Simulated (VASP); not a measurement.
```yaml
crystal:
  lattice:
    - [0.00000, 3.02500, 3.02500]
    - [3.02500, 0.00000, 3.02500]
    - [3.02500, 3.02500, 0.00000]
  atoms:
    - { symbol: Cd, position: [0.00000, 0.00000, 0.00000] }
    - { symbol: Se, position: [0.25000, 0.25000, 0.25000] }
```

The base run (VASP): PBE GGA, plane waves, VASP's PBE PAW potentials (set 64). Numerical set-up: 400 eV cut-off, 7×7×7 Γ-centred mesh, Gaussian smearing of 0.050 eV, potentials Cd Se.

One setting is varied; ΔE counts from the base run. The base run took about 6 core-seconds. Times come from single runs on busy shared machines, so they are rough: good to a factor of about 2.

| setting | cost over the base run | electronic steps | ΔE (meV/atom) |
|---|---|---|---|
| AMIX = 1.0, BMIX = 1.0, IMIX = 4 | within a factor of 2 | 13 | 0.0 |
| base run | reference | 12 | 0.0 |
| AMIX = 1.0, BMIX = 0.0001, IMIX = 4 | within a factor of 2 | 14 | 0.0 |
| AMIX = 0.1, BMIX = 3.0, IMIX = 4 | within a factor of 2 | 14 | 0.0 |
| AMIX = 1.0, BMIX = 3.0, IMIX = 1 | within a factor of 2 | 22 | 0.0 |
| AMIX = 0.2, BMIX = 1.0, IMIX = 1 | about 2 times | 34 | 0.0 |

Left out are runs that failed, have no time on record or changed the cell.

The compound is CdSe in the zinc blende structure, whereas wurtzite is the usual form. The cell was not relaxed at this level.
